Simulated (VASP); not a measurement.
All values below come from r2SCAN meta-GGA, VASP's PBE PAW potentials (set 64) (plane waves; VASP 6.6.1).

Gaps are without spin-orbit coupling.

```
Property                                               Value
---------------------------------------------  -------------
volume per atom                                24.08 Å³/atom
band gap (over mesh and band path)                   1.59 eV
smallest direct gap (over mesh and band path)        1.59 eV
```

Problem. Which relaxed crystal gives these values?
A. Zn3CdSe4, P-43m (215)
B. MgO, Fm-3m (225)
C. AlN, F-43m (216)
D. Si, P6_3/mmc (194)

Solution. A, Zn3CdSe4, P-43m (215)
